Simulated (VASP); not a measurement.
Calculation: PBEsol GGA with spin-orbit coupling, VASP's PBE PAW potentials (set 64) (plane waves; VASP).

The input files of a VASP run:

File KPOINTS:
```
Automatic mesh
0
G
11 11 9
```

### POSCAR
```
TiB2
6.3729120
  0.4735679843   0.0000000000   0.0000000000
 -0.2367839921   0.4101218810   0.0000000000
  0.0000000000   0.0000000000   0.4999999657
Ti B
1 2
Direct
  0.0000000000   0.0000000000   0.0000000000
  0.3333330000   0.6666670000   0.5000000000
  0.6666670000   0.3333330000   0.5000000000
```

### INCAR
```
# general
SYSTEM     = TiB2
PREC       = Accurate
ENCUT      = 520
LREAL      = .FALSE.
LASPH      = .TRUE.

# electronic loop
EDIFF      = 1E-6
NELM       = 100
ALGO       = Normal
LMAXMIX    = 4

# smearing
ISMEAR     = 0
SIGMA      = 0.05

# functional
GGA        = PS
GGA_COMPAT = .FALSE.

# spin
MAGMOM     = 0 0 0 0 0 0 0 0 0
LSORBIT    = .TRUE.

# output
LWAVE      = .FALSE.
LCHARG     = .FALSE.
```

**KPOINTS_OPT**
```
k-points along high-symmetry lines
5
Line-mode
Reciprocal
  0.000000   0.000000   0.000000 ! GAMMA
  0.500000   0.000000   0.000000 ! M

  0.500000   0.000000   0.000000 ! M
  0.333333   0.333333   0.000000 ! K

  0.333333   0.333333   0.000000 ! K
  0.000000   0.000000   0.000000 ! GAMMA

  0.000000   0.000000   0.000000 ! GAMMA
  0.000000   0.000000   0.500000 ! A

  0.000000   0.000000   0.500000 ! A
  0.500000   0.000000   0.500000 ! L

  0.500000   0.000000   0.500000 ! L
  0.333333   0.333333   0.500000 ! H

  0.333333   0.333333   0.500000 ! H
  0.000000   0.000000   0.500000 ! A

  0.500000   0.000000   0.500000 ! L
  0.500000   0.000000   0.000000 ! M

  0.333333   0.333333   0.500000 ! H
  0.333333   0.333333   0.000000 ! K
```

POTCAR, in this order: Ti_sv B (PBE.64 set). Program: vasp_ncl.

The resulting files:

### OSZICAR
```
       N       E                     dE             d eps       ncg     rms          rms(c)
DAV:   1     0.182416372254E+03    0.18242E+03   -0.87329E+03  4160   0.161E+03
DAV:   2    -0.104962480120E+02   -0.19291E+03   -0.18714E+03  4200   0.464E+02
DAV:   3    -0.297108382727E+02   -0.19215E+02   -0.18886E+02  6680   0.134E+02
DAV:   4    -0.308162238807E+02   -0.11054E+01   -0.11021E+01  5754   0.267E+01
DAV:   5    -0.308494277583E+02   -0.33204E-01   -0.33199E-01  6166   0.416E+00    0.176E+01
DAV:   6    -0.256670417583E+02    0.51824E+01   -0.23172E+01  5442   0.604E+01    0.349E+00
DAV:   7    -0.257864229738E+02   -0.11938E+00   -0.23019E+00  4960   0.160E+01    0.359E+00
DAV:   8    -0.257926188731E+02   -0.61959E-02   -0.77375E-02  5692   0.265E+00    0.157E+00
DAV:   9    -0.257975391025E+02   -0.49202E-02   -0.21772E-02  4872   0.209E+00    0.103E-01
DAV:  10    -0.257975988062E+02   -0.59704E-04   -0.19122E-03  6000   0.490E-01    0.957E-02
DAV:  11    -0.257976488532E+02   -0.50047E-04   -0.14986E-04  4962   0.149E-01    0.536E-02
DAV:  12    -0.257976455340E+02    0.33193E-05   -0.35902E-05  5084   0.666E-02    0.330E-02
DAV:  13    -0.257976428584E+02    0.26756E-05   -0.38350E-06  4852   0.254E-02    0.117E-02
DAV:  14    -0.257976426217E+02    0.23673E-06   -0.20403E-06  4566   0.186E-02
   1 F= -.25797643E+02 E0= -.25797268E+02  d E =-.748401E-03  mag=    -0.0000    -0.0000     0.0000
       N       E                     dE             ncg
```

File OUTCAR:
```
------------------------ aborting loop because EDIFF is reached ----------------------------------------
  FORCE on cell =-STRESS in cart. coord.  units (eV):
  Direction    XX          YY          ZZ          XY          YZ          ZX
  --------------------------------------------------------------------------------------
  Total        0.0212511      0.0212511      0.0041544      0.0000000     -0.0000000      0.0000000
  in kB        1.3546037      1.3546036      0.2648118      0.0000000     -0.0000000      0.0000000
  external PRESSURE =       0.9913397 kB  Pullay stress =       0.0000000 kB
  volume of cell :       25.14
      direct lattice vectors                 reciprocal lattice vectors
     3.018007090  0.000000000  0.000000000     0.331344483  0.191301838  0.000000000
    -1.509003545  2.613670657  0.000000000     0.000000000  0.382603676  0.000000000
     0.000000000  0.000000000  3.186455781     0.000000000  0.000000000  0.313828300
 POSITION                                       TOTAL-FORCE (eV/Angst)
 -----------------------------------------------------------------------------------
      0.00000      0.00000      0.00000         0.000000      0.000000     -0.000000
     -0.00000      1.74245      1.59323         0.000000      0.000000     -0.000000
      1.50901      0.87122      1.59323        -0.000000      0.000000      0.000000
 -----------------------------------------------------------------------------------
    total drift:                                0.000000     -0.000000      0.000000
  FREE ENERGIE OF THE ION-ELECTRON SYSTEM (eV)
  ---------------------------------------------------
  free  energy   TOTEN  =       -25.7976426217 eV

  energy  without entropy=      -25.7968942208  energy(sigma->0) =      -25.79726842

 Ion:    1  E_soc:     -0.0107801

 Ion:    2  E_soc:     -0.0000084

 Ion:    3  E_soc:     -0.0000084
```
(Selected blocks of OUTCAR.)

The structure comes from a measured TiB2 entry (P6/mmm) of the Crystallography Open Database, whose conditions weren't checked. It was relaxed first.
